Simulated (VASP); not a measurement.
Output of a VASP run:

File OSZICAR:
```
...
  29 F= -.54746743E+03 E0= -.54746743E+03  d E =-.383988E-03  mag=     3.0000
       N       E                     dE             d eps       ncg     rms          rms(c)
DAV:   1    -0.547467420389E+03    0.11367E-04   -0.16663E-04   856   0.198E-02    0.117E-02
RMM:   2    -0.547467421714E+03   -0.13254E-05   -0.89396E-06   552   0.609E-03    0.148E-02
RMM:   3    -0.547467421688E+03    0.26012E-07   -0.23087E-06   456   0.271E-03    0.410E-03
RMM:   4    -0.547467421480E+03    0.20843E-06   -0.60415E-07   290   0.176E-03
  30 F= -.54746742E+03 E0= -.54746742E+03  d E =-.371934E-03  mag=     3.0000
       N       E                     dE             d eps       ncg     rms          rms(c)
DAV:   1    -0.547467350854E+03    0.70834E-04   -0.26356E-01   960   0.127E+00    0.143E-01
RMM:   2    -0.547467854527E+03   -0.50367E-03   -0.54558E-03   928   0.172E-01    0.196E-01
RMM:   3    -0.547467808420E+03    0.46107E-04   -0.60703E-04   928   0.565E-02    0.471E-02
RMM:   4    -0.547467806657E+03    0.17636E-05   -0.11898E-04   890   0.232E-02    0.414E-02
RMM:   5    -0.547467796740E+03    0.99166E-05   -0.32146E-05   621   0.116E-02
  31 F= -.54746780E+03 E0= -.54746780E+03  d E =-.375260E-03  mag=     3.0000
       N       E                     dE             d eps       ncg     rms          rms(c)
DAV:   1    -0.547467704548E+03    0.10211E-03   -0.72087E-02   960   0.662E-01    0.632E-02
RMM:   2    -0.547467817398E+03   -0.11285E-03   -0.13136E-03   928   0.860E-02    0.282E-02
RMM:   3    -0.547467822761E+03   -0.53622E-05   -0.12186E-04   928   0.271E-02    0.246E-02
RMM:   4    -0.547467822105E+03    0.65532E-06   -0.30165E-05   614   0.110E-02
  32 F= -.54746782E+03 E0= -.54746782E+03  d E =-.400625E-03  mag=     3.0000
       N       E                     dE             d eps       ncg     rms          rms(c)
DAV:   1    -0.547467855609E+03   -0.32848E-04   -0.15581E-01   944   0.973E-01    0.805E-02
RMM:   2    -0.547468110416E+03   -0.25481E-03   -0.28583E-03   928   0.126E-01    0.421E-02
RMM:   3    -0.547468128889E+03   -0.18473E-04   -0.25749E-04   928   0.393E-02    0.373E-02
RMM:   4    -0.547468126271E+03    0.26184E-05   -0.56880E-05   751   0.152E-02
  33 F= -.54746813E+03 E0= -.54746813E+03  d E =-.304165E-03  mag=     3.0000
       N       E                     dE             d eps       ncg     rms          rms(c)
DAV:   1    -0.547467714393E+03    0.41450E-03   -0.33687E-01   928   0.143E+00    0.118E-01
RMM:   2    -0.547468257423E+03   -0.54303E-03   -0.61527E-03   928   0.185E-01    0.607E-02
RMM:   3    -0.547468292230E+03   -0.34807E-04   -0.54747E-04   928   0.576E-02    0.522E-02
RMM:   4    -0.547468286686E+03    0.55445E-05   -0.12255E-04   912   0.225E-02    0.307E-02
RMM:   5    -0.547468278399E+03    0.82870E-05   -0.55267E-05   777   0.156E-02
  34 F= -.54746828E+03 E0= -.54746828E+03  d E =-.456293E-03  mag=     3.0000
       N       E                     dE             d eps       ncg     rms          rms(c)
DAV:   1    -0.547468311891E+03   -0.25205E-04   -0.18171E-01   928   0.105E+00    0.105E-01
RMM:   2    -0.547468627254E+03   -0.31536E-03   -0.35630E-03   928   0.141E-01    0.947E-02
RMM:   3    -0.547468640273E+03   -0.13019E-04   -0.37795E-04   929   0.455E-02    0.525E-02
RMM:   4    -0.547468627869E+03    0.12404E-04   -0.70448E-05   844   0.180E-02    0.224E-02
RMM:   5    -0.547468623289E+03    0.45800E-05   -0.31416E-05   615   0.116E-02
  35 F= -.54746862E+03 E0= -.54746862E+03  d E =-.344891E-03  mag=     3.0000
```

**OUTCAR**
```
------------------------ aborting loop because EDIFF is reached ----------------------------------------
  FORCE on cell =-STRESS in cart. coord.  units (eV):
  Direction    XX          YY          ZZ          XY          YZ          ZX
  --------------------------------------------------------------------------------------
  Total      -16.7742194    -18.3268742    -21.1427786      0.6218704     -2.7325388     -2.8666440
  in kB      -28.1832117    -30.7919052    -35.5230483      1.0448358     -4.5910762     -4.8163931
  external PRESSURE =     -31.4993884 kB  Pullay stress =       0.0000000 kB
  volume of cell :      953.59
      direct lattice vectors                 reciprocal lattice vectors
     5.005566470 -8.669895689  0.000000000     0.099888794 -0.057670821  0.000000000
     5.005566470  8.669895689  0.000000000     0.099888794  0.057670821  0.000000000
     0.000000000  0.000000000 10.986650735     0.000000000  0.000000000  0.091019549
 POSITION                                       TOTAL-FORCE (eV/Angst)
 -----------------------------------------------------------------------------------
      1.18915      2.04721      1.82481        -0.015573      0.014154      0.017173
      2.68623     -0.04357      0.04584         0.003040     -0.018674      0.004293
      6.15953      6.60503      3.64036        -0.002054      0.006417      0.009673
      1.21155      2.05155      7.31652        -0.017319     -0.007063     -0.005899
      2.62018     -0.01373      5.47753         0.009498     -0.002489      0.007031
      6.18916      6.61060      9.15267        -0.010159     -0.006024     -0.010795
      8.60206     -2.21194      1.87509        -0.020906     -0.004037     -0.018036
      5.06905      4.35886      0.04191         0.019063      0.009693     -0.007197
      3.67750      2.28943      3.67523        -0.006827      0.003955     -0.015077
      8.70868     -2.24773      7.29138         0.010138     -0.000753      0.006825
      5.12894      4.33865      5.48737        -0.009026     -0.005288      0.011538
      3.73574      2.22446      9.15920         0.009333      0.006120     -0.018494
      3.69924     -2.29415      1.94500         0.024225     -0.009765     -0.006810
      5.10840     -4.33025      0.01925        -0.000760     -0.001736     -0.000573
      3.73112     -6.37930      3.67693         0.004910     -0.000067     -0.016347
      3.68978     -2.29590      7.31294        -0.001156     -0.012246      0.008417
      5.16469     -4.27768      5.47336         0.009175     -0.001718      0.016529
      3.69914     -6.38717      9.14672        -0.012246      0.006304      0.002983
      6.19777      2.09017      1.86818        -0.002827     -0.012725      0.002224
      7.61851      0.02155      0.01406        -0.009177      0.004245     -0.006414
      6.21562      1.99747      7.24487         0.006531     -0.009434      0.005510
      7.62369     -0.04296      5.34070        -0.000412     -0.009335     -0.001476
      6.21019     -2.07631      9.16008         0.004387      0.013128      0.006074
      1.71933      0.67204      1.14262         0.004083     -0.005179     -0.005458
      3.55221      1.14131      4.81965         0.002150      0.008280     -0.009421
      2.14318     -2.55013      2.43797        -0.001482     -0.014101     -0.009542
      3.65347     -1.11723      0.78856         0.000889      0.000701      0.006646
      1.68808     -0.69143      4.32969        -0.003346      0.009449      0.010919
      2.24375      2.54390      2.95783         0.004027     -0.002731     -0.001978
      1.64595      0.66152      6.60041         0.006732      0.002369     -0.007110
      3.62511      1.05386     10.28371         0.003588     -0.002230      0.011547
      2.25967     -2.56507      8.04372         0.000362      0.007202      0.005390
      3.55445     -1.09810      6.22855        -0.002530      0.002597     -0.000140
      1.73176     -0.72749      9.90215         0.007026      0.009276      0.003965
      2.31166      2.49742      8.43118        -0.000147     -0.005669     -0.000262
      4.10380      5.07603      1.13214        -0.009567     -0.009165     -0.008633
      6.08706      5.44771      4.78807        -0.002637     -0.007660      0.005732
      4.75424      1.81357      2.55573        -0.016004      0.013503      0.021320
      6.05313      3.29640      0.77819         0.000124      0.006483      0.009178
      4.15733      3.67800      4.36476        -0.005526     -0.003811     -0.001180
      4.69641      6.88107      3.00719        -0.001223      0.005006      0.002203
      4.23004      5.01683      6.66170         0.003437      0.000640      0.003752
      6.00475      5.44406     10.26623         0.002591      0.012508     -0.004485
      4.80807      1.75922      8.02772        -0.007298     -0.003108     -0.001714
      6.06829      3.18861      6.14535         0.000848     -0.003251      0.000560
      4.17135      3.60225      9.89721         0.006310      0.003128      0.006663
      4.78362      6.95189      8.40492         0.007681     -0.003725     -0.000160
      4.20245     -3.64642      1.17607        -0.001110      0.003908     -0.003252
      6.29272     -3.19497      5.00800         0.018367      0.002341     -0.001156
      4.75487     -6.90891      2.51916         0.022455      0.001286     -0.017650
      6.05392     -5.48501      0.66831        -0.002432     -0.002315     -0.007052
      4.26738     -4.98160      4.30213         0.009177      0.017875      0.004735
      4.44608     -1.91891      3.34582        -0.009573     -0.009305     -0.002616
      4.11322     -3.68092      6.58689        -0.001845     -0.001535     -0.002720
      6.07872     -3.24457     10.28452        -0.006265     -0.011325      0.004587
      4.81332     -6.88156      8.07921        -0.004909      0.002945      0.003969
...
```
(Selected blocks of OUTCAR.)

**POSCAR**
```
O48Si23
1
    5.0055664698    -8.6698956892     0.0000000000
    5.0055664698     8.6698956892     0.0000000000
    0.0000000000     0.0000000000    10.9866507352
Si O
23 48
Direct
  0.0001869016   0.2369775183   0.1671743011
  0.2681756001   0.2638055592   0.0040318346
  0.2343120419   0.9971556380   0.3313798688
  0.0017739434   0.2391108928   0.6649472458
  0.2641275818   0.2630027677   0.4987070003
  0.2360948913   0.9976781888   0.8338200903
  0.9886493292   0.7330790411   0.1705589292
  0.2570567016   0.7585990370   0.0044034060
  0.2374145043   0.4998733041   0.3335490378
  0.9989281366   0.7379370368   0.6634567084
  0.2628677780   0.7630372606   0.4987710530
  0.2420383762   0.5006856423   0.8334135941
  0.5009992827   0.2367773187   0.1760768828
  0.7612124503   0.2619991376   0.0017561295
  0.7386766731   0.0039405634   0.3353037165
  0.5001038966   0.2356816310   0.6665305282
  0.7606334542   0.2682856038   0.4977194177
  0.7387415131   0.0017496843   0.8325075470
  0.5000705357   0.7378900616   0.1691323566
  0.7625874142   0.7636092623   0.0001701274
  0.5049586160   0.7364010357   0.6607227284
  0.7642548070   0.7605875835   0.4878315100
  0.7400595873   0.5003011024   0.8334241727
  0.1311225543   0.2088932658   0.1045261673
  0.2917128121   0.4228525041   0.4385243266
  0.3609332289   0.0662392066   0.2214815473
  0.4274841185   0.2996504855   0.0710624848
  0.2100474475   0.1306746497   0.3942310108
  0.0782509795   0.3704251273   0.2705629437
  0.1276751085   0.2050920849   0.6006862996
  0.2969295863   0.4200266371   0.9352919774
  0.3711832779   0.0771531521   0.7317684456
  0.4193229837   0.2933464102   0.5679006578
  0.2119497992   0.1280227047   0.9019857375
  0.0838850771   0.3755128017   0.7662972347
  0.1209092983   0.7049939783   0.1051130386
  0.2931326790   0.9226386848   0.4359152438
  0.3708013086   0.5768795353   0.2301542083
  0.4170501310   0.7937228594   0.0694873825
  0.2078222701   0.6300448538   0.3951411235
  0.0717364862   0.8680687260   0.2735159533
  0.1315854237   0.7094375778   0.6041110848
  0.2886396661   0.9149601471   0.9351111262
  0.3768349952   0.5813660610   0.7308254746
  0.4223318482   0.7916596083   0.5608272990
  0.2077718127   0.6244497548   0.9013943040
  0.0766018101   0.8736280885   0.7669692300
  0.6294493003   0.2096602978   0.1056792212
  0.8121626165   0.4440321624   0.4556312769
  0.8713710732   0.0770535248   0.2297949621
  0.9216301524   0.2902980336   0.0622981934
  0.7090333259   0.1369129149   0.3915782296
  0.5539506880   0.3325929045   0.3037141882
  0.6224301330   0.1984999663   0.6002670841
  0.7957123289   0.4219958932   0.9367023545
  0.8773538843   0.0829962234   0.7341202763
  0.9176085671   0.2883273781   0.5629290269
  0.7035359177   0.1271814504   0.8975519261
  0.5813784277   0.3690207156   0.7705791237
  0.6247292347   0.7078850949   0.0990638853
  0.7948137505   0.9315973289   0.4433029583
  0.8553066637   0.5696876584   0.2269412702
  0.9235049997   0.8010556860   0.0638316177
  0.7148661287   0.6518139585   0.3661415150
  0.5795662948   0.8714815430   0.2726408349
  0.6272404375   0.6995269277   0.5928520618
  0.7915541880   0.9221535191   0.9359907205
  0.8742077566   0.5796027399   0.7307165231
  0.9203328199   0.7907708286   0.5592871626
  0.7096922571   0.6297317935   0.8963553132
  0.5855383349   0.8727116809   0.7624427864
```

Write an INCAR and KPOINTS that could have produced this output.

Several could match; the one computed here: the input of the run itself, PBE GGA, plane waves, VASP's PBE PAW potentials (set 64).

KPOINTS:
```
Automatic mesh
0
Gamma
1 1 1
0 0 0
```

**INCAR**
```
SYSTEM = O48Si23
PREC = Normal
ENCUT = 400
EDIFF = 1E-5
NELM = 100
ALGO = Fast
LREAL = Auto
LASPH = .TRUE.
ISMEAR = 0
SIGMA = 0.05
GGA = PE
LWAVE = .FALSE.
LCHARG = .FALSE.
NELMIN = 4
ISYM = 0
NELECT = 381.0
ISPIN = 2
NUPDOWN = 3
MAGMOM = 71*0.0423
LORBIT = 10
IBRION = 2
ISIF = 2
NSW = 120
EDIFFG = -0.03
```

POTCAR, in this order: Si O (PBE.64 set). Program: vasp_gam.

At this cut-off the stress carries a Pulay error, which pulls relaxed volumes low. The cell is charged, with a uniform compensating background. The supercell is sampled at Γ alone, which is coarse: total energies, pressure and levels can be off, energies of defects by several tenths of an eV.

The cell is a supercell with a defect, built from SiO2 (quartz): vac_Si, charge -1.
